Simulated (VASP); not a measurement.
Here is the system:

```
TlBr
1.0
    3.91047     0.00000     0.00000
    0.00000     3.91047     0.00000
    0.00000     0.00000     3.91047
Tl Br
1 1
Cartesian
  0.00000   0.00000   0.00000
  1.95523   1.95523   1.95523
```

Level of theory: PBEsol GGA, VASP's PBE PAW potentials (set 64) (plane waves; VASP). Run with 400 eV cut-off, 12×12×12 Γ-centred mesh, Gaussian smearing of 0.010 eV, potentials Tl_d Br.

Unless said otherwise, spin-orbit coupling is left out, though it shifts the bands of the heavy elements here.

Q: Estimate the energy per atom (σ→0), band gap (on the k-mesh) with the smallest direct gap where there is one.

A: 
```yaml
band gap (on the k-mesh): 1.58 eV
smallest direct gap (on the k-mesh): 1.58 eV
energy per atom (σ→0): -3.016 eV/atom
```

The compound is TlBr in the CsCl type structure. It was relaxed first, which changed the volume by -6 %.
